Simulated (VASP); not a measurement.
Input:

```
SnSe2
1.0
    1.78845    -3.09774     0.00000
    1.78845     3.09774     0.00000
    0.00000     0.00000     5.16129
Sn Se
1 2
Direct
  0.00000   0.00000   0.00000
  0.33333   0.66667   0.30576
  0.66667   0.33333   0.69424
```

Level of theory: PBE GGA, VASP's PBE PAW potentials (set 64) (plane waves; VASP 6.6.1). Run with 500 eV cut-off, 10×10×6 Γ-centred mesh, first-order Methfessel-Paxton smearing of 0.10 eV, potentials Sn_d Se.

Without a dispersion term in the relaxation, distances and binding between the weakly bound layers, chains or molecules are unreliable, and so is what depends on them.

Q: The ions, cell shape and volume at an external pressure of 30.0 GPa are relaxed. What does this cell relax into?

A: 
```
SnSe2
1.0
    1.78036    -3.08368    -0.00002
    1.78036     3.08368     0.00002
    0.00000     0.00003     5.18128
Sn Se
1 2
Direct
  0.00000   0.00000   0.00000
  0.33333   0.66667   0.31046
  0.66667   0.33333   0.68954
```
Space group P-3m1 (164), at a tolerance of 0.03 Å.

Q: How do energy and volume change from the first to the last step?

A: The energy (σ→0) changes by +17.0 meV/atom and the volume by -0.5 %, in 8 ionic steps.

The compound is SnSe2 in the 1T layered structure. This run relaxes it under an external pressure of 30 GPa. Symmetry was kept, so distortions that lower it aren't found.
